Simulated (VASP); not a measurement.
Computed with PBE GGA, VASP's PBE PAW potentials (set 64) (plane waves; VASP 6.6.1).

Input for VASP

INCAR:
```
# general
SYSTEM  = CdSe
PREC    = Accurate
ENCUT   = 400
LREAL   = F   # projection in real space or not
LASPH   = T   # aspherical one-centre terms
NELECT  = 17.9

# electronic loop
EDIFF   = 1E-6   # SCF stop (eV)
NELM    = 100   # most electronic steps
ALGO    = Normal   # blocked Davidson
LMAXMIX = 4   # l cut-off of mixed one-centre charges

# smearing
ISMEAR  = 0
SIGMA   = 0.05

# functional
GGA     = PE

# ions
ISIF    = 2   # forces and stress, cell fixed

# output
LWAVE   = F
LCHARG  = F
```

File KPOINTS:
```
Automatic mesh
0
Gamma
7 7 7
0 0 0
```

### POSCAR
```
CdSe
1
    0.0000000000     3.0250000000     3.0250000000
    3.0250000000     0.0000000000     3.0250000000
    3.0250000000     3.0250000000     0.0000000000
Cd Se
1 1
Direct
  0.0000000000   0.0000000000   0.0000000000
  0.2500000000   0.2500000000   0.2500000000
```

POTCAR, in this order: Cd Se (PBE.64 set). Program: vasp_std.

Output of the run:

### OSZICAR
```
       N       E                     dE             d eps       ncg     rms          rms(c)
DAV:   1     0.945450334921E+02    0.94545E+02   -0.73694E+03   528   0.943E+02
DAV:   2    -0.215480296769E+01   -0.96700E+02   -0.92890E+02   595   0.271E+02
DAV:   3    -0.583705411432E+01   -0.36823E+01   -0.36573E+01   590   0.555E+01
DAV:   4    -0.585473542210E+01   -0.17681E-01   -0.17680E-01   610   0.374E+00
DAV:   5    -0.585483988964E+01   -0.10447E-03   -0.10447E-03   575   0.258E-01    0.648E+00
DAV:   6    -0.555440132128E+01    0.30044E+00   -0.61503E-01   688   0.110E+01    0.510E+00
DAV:   7    -0.553362259273E+01    0.20779E-01   -0.14881E-01   565   0.299E+00    0.213E+00
DAV:   8    -0.553406465287E+01   -0.44206E-03   -0.13217E-02   530   0.171E+00    0.271E-01
DAV:   9    -0.553414823819E+01   -0.83585E-04   -0.14532E-03   595   0.556E-01    0.447E-02
DAV:  10    -0.553421129217E+01   -0.63054E-04   -0.16143E-04   560   0.168E-01    0.384E-02
DAV:  11    -0.553424193749E+01   -0.30645E-04   -0.62246E-05   530   0.630E-02    0.166E-02
DAV:  12    -0.553424156982E+01    0.36767E-06   -0.27560E-06   497   0.247E-02
   1 F= -.55342416E+01 E0= -.55336177E+01  d E =-.124777E-02
```

File OUTCAR:
```
------------------------ aborting loop because EDIFF is reached ----------------------------------------
  FORCE on cell =-STRESS in cart. coord.  units (eV):
  Direction    XX          YY          ZZ          XY          YZ          ZX
  --------------------------------------------------------------------------------------
  Total        0.4999144      0.4999144      0.4999144      0.0000000      0.0000000     -0.0000000
  in kB       14.4677186     14.4677186     14.4677186      0.0000000      0.0000000     -0.0000000
  external PRESSURE =      14.4677186 kB  Pullay stress =       0.0000000 kB
  volume of cell :       55.36
      direct lattice vectors                 reciprocal lattice vectors
     0.000000000  3.025000000  3.025000000    -0.165289256  0.165289256  0.165289256
     3.025000000  0.000000000  3.025000000     0.165289256 -0.165289256  0.165289256
     3.025000000  3.025000000  0.000000000     0.165289256  0.165289256 -0.165289256
  FREE ENERGIE OF THE ION-ELECTRON SYSTEM (eV)
  ---------------------------------------------------
  free  energy   TOTEN  =        -5.5342415698 eV

  energy  without entropy=       -5.5329937968  energy(sigma->0) =       -5.53361768
```
(Selected blocks of OUTCAR.)

File OUTCAR:
```
 val. band max:        0.7754959566   @ k =  -0.1429   0.1429   0.0000

 cond. band min:       0.8565045503   @ k =   0.1429   0.0000   0.0000


 Fermi energy:         0.8240429643

 k-point     1 :       0.0000    0.0000    0.0000
  band No.  band energies     occupation
      1     -11.6738      2.00000
      2      -6.9322      2.00000
      3      -6.9322      2.00000
      4      -6.9322      2.00000
      5      -6.5358      2.00000
      6      -6.5358      2.00000
      7       1.0196      0.00000
      8       1.0196      0.00000
      9       1.0196      0.00000
     10       1.7311      0.00000
     11       7.0261      0.00000
     12       7.0261      0.00000
     13       7.0261      0.00000

 k-point     2 :       0.1429    0.0000    0.0000
  band No.  band energies     occupation
      1     -11.6034      2.00000
      2      -6.9095      2.00000
      3      -6.9095      2.00000
      4      -6.8673      2.00000
      5      -6.5371      2.00000
      6      -6.5371      2.00000
      7      -0.3901      2.00000
      8       0.8565      0.35854
      9       0.8565      0.35853
     10       2.8526      0.00000
     11       6.8087      0.00000
     12       7.2845      0.00000
     13       7.2845      0.00000

 k-point     3 :       0.2857    0.0000    0.0000
  band No.  band energies     occupation
      1     -11.4430      2.00000
      2      -6.8642      2.00000
      3      -6.8642      2.00000
      4      -6.6412      2.00000
      5      -6.5309      2.00000
      6      -6.5309      2.00000
      7      -2.0480      2.00000
      8       0.5269      2.00000
      9       0.5269      2.00000
     10       3.4818      0.00000
     11       7.3231      0.00000
     12       7.5944      0.00000
     13       7.5944      0.00000

 k-point     4 :       0.4286    0.0000    0.0000
  band No.  band energies     occupation
      1     -11.3129      2.00000
      2      -6.8370      2.00000
      3      -6.8370      2.00000
...
```

The cell is charged, with a uniform compensating background.

The compound is CdSe in the zinc blende structure, whereas wurtzite is the usual form. The cell was not relaxed at this level. The run is one of a series of settings (NELECT = 17.9 against the base run), some of them coarse on purpose.
